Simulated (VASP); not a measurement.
The system is CaO.

```
CELL_PARAMETERS angstrom
0.00000 2.39660 2.39660
2.39660 0.00000 2.39660
2.39660 2.39660 0.00000
ATOMIC_POSITIONS crystal
Ca 0.00000 0.00000 0.00000
O 0.50000 0.50000 0.50000
```

The cell was built by a generator and needn't be a form met in nature.

Program: VASP 6.6.1. Alike in all runs: potentials or basis VASP PAW PBE potentials, release 64 (Ca_sv, O); no spin polarisation; cell as given; cutoff (eV) 520; smearing gaussian 0.02 eV. Hardware: 4 MPI ranks on Intel(R) Xeon(R) 6975P-C (Granite Rapids), with other jobs on the host.

**Question.** Order these runs on this cell by their wall time, lowest first.
A. task electrostatic potential; level r2SCAN+rVV10; k mesh 10 × 10 × 10
B. task electrostatic potential; level HSE06; k mesh 8 × 8 × 8; grid for exact exchange (PRECFOCK) Fast; screening parameter 0.2 1/A
C. task band structure; level HSE06; k mesh 8 × 8 × 8; grid for exact exchange (PRECFOCK) Fast; screening parameter 0.2 1/A

**Answer.** A (75 s), B (410 s), C (1600 s).

Runs at the PBE level aren't shown here.
